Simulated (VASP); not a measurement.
The system is Ni.

```
Ni
1.0
     0.00000    1.76194    1.76194
     1.76194    0.00000    1.76194
     1.76194    1.76194    0.00000
Ni
1
Cartesian
  0.0000 0.0000 0.0000
```

| Quantity | Value |
| --- | --- |
| Program | VASP 6.6.1 |
| Task | relaxation of cell and atoms |
| Functional | PBE |
| Dispersion | D3(BJ) |
| Potentials or basis | VASP PAW PBE potentials, release 64 (Ni) |
| Cutoff | 600 eV |
| k mesh | 18 × 18 × 18 |
| Occupations | methfessel-paxton, width 0.1 eV |
| Spin | collinear spin, ferromagnetic start |
| Starting moments | [2.0] μB |

At the start: pressure -8.1 GPa; volume 10.94 Å³/atom.

**Question.** How do energy, volume and symmetry change on relaxing?

**Answer.** Over 3 steps the energy falls by 11.6 meV/atom and the volume is 10.50 Å³/atom (-4.0 %); space group Fm-3m (No. 225, to 0.05 Å); moment 0.61 μB per cell.

The path:
| step | energy change (eV) | largest force (eV/Å) | pressure (GPa) | volume (Å³) |
| --- | --- | --- | --- | --- |
| 1 | 0.0000 | 0.0000 | -8.06 | 10.94 |
| 2 | -0.0001 | 0.0000 | 9.52 | 10.09 |
| 3 | -0.0116 | 0.0000 | -0.04 | 10.50 |

Final structure:
```xyz
1
Lattice="0.0000 1.7380 1.7380 1.7380 0.0000 1.7380 1.7380 1.7380 0.0000" Properties=species:S:1:pos:R:3 pbc="T T T"
Ni    0.0000    0.0000    0.0000
```

Caveat: pairwise dispersion overbinds metals, which lowers pressure and volume.
